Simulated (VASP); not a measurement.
Here is the system:

```xyz
2
Lattice="1.7233 -2.9849 0.0000 1.7233 2.9849 0.0000 0.0000 0.0000 5.3515" Properties=species:S:1:pos:R:3 pbc="T T T"
Tl     1.7233     0.9950     1.3379
Tl     1.7233    -0.9950     4.0136
```

Calculation: PBE GGA, VASP's PBE PAW potentials (set 64) (plane waves; VASP). Settings: 500 eV cut-off, 12×12×7 Γ-centred mesh, first-order Methfessel-Paxton smearing of 0.10 eV, potentials Tl_d.

Energy and stress use the plane-wave basis of the starting cell.

**Question.** The ions, cell shape and volume at an external pressure of 10.0 GPa are relaxed. Give the cell that the relaxation ends in.

**Answer.** 
```xyz
2
Lattice="1.6700 -2.8926 0.0000 1.6700 2.8926 0.0000 0.0000 0.0000 5.2552" Properties=species:S:1:pos:R:3 pbc="T T T"
Tl     1.6700     0.9642     1.3138
Tl     1.6700    -0.9642     3.9414
```
Space group P6_3/mmc (194), at a tolerance of 0.03 Å.

**Question.** How do energy and volume change from the first to the last step?

**Answer.** The energy (σ→0) changes by +97.6 meV/atom and the volume by -7.8 %, in 13 ionic steps.

The compound is Tl in the hcp structure. This run relaxes it under an external pressure of 10 GPa. Symmetry was kept, so distortions that lower it aren't found.
